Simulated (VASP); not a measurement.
Given:

```yaml
crystal:
  lattice:
    - [0.00000, 3.09762, 3.09762]
    - [3.09762, 0.00000, 3.09762]
    - [3.09762, 3.09762, 0.00000]
  atoms:
    - { symbol: Cu, position: [0.00000, 0.00000, 0.00000] }
    - { symbol: I, position: [0.25000, 0.25000, 0.25000] }
```

Computed with RPBE GGA, VASP's PBE PAW potentials (set 64) (plane waves; VASP). Run with 520 eV cut-off, Gaussian smearing of 0.050 eV, potentials Cu I.

Unless said otherwise, spin-orbit coupling is left out, though it shifts the bands of the heavy elements here.

Problem. Give the energies of bands 2 to 12 at the high-symmetry points, in eV from the valence-band maximum.

Solution. 
```tsv
band	Γ	X	U	L	W
2	-3.38	-5.19	-4.92	-5.19	-4.79
3	-3.38	-3.52	-4.09	-3.37	-4.19
4	-3.38	-3.52	-3.46	-3.37	-3.60
5	-1.57	-1.58	-1.68	-1.55	-1.63
6	-1.57	-1.52	-1.55	-1.55	-1.59
7	0.00	-1.50	-1.45	-1.51	-1.50
8	0.00	-1.26	-1.27	-0.60	-1.36
9	0.00	-1.26	-1.05	-0.60	-1.05
10	1.12	2.97	3.22	2.19	4.28
11	4.96	2.99	4.59	5.48	4.77
12	4.96	8.93	7.50	5.48	6.02
```

The gap is direct, 1.12 eV, from the valence maximum at Γ to the conduction minimum at Γ.

Measured: gap 3.12 eV (computed value off by -2.00 eV), as given by Abedi et al., (2022), arXiv:2211.14644.

The compound is CuI in the zinc blende structure. It was relaxed first, which changed the volume by +7 %.
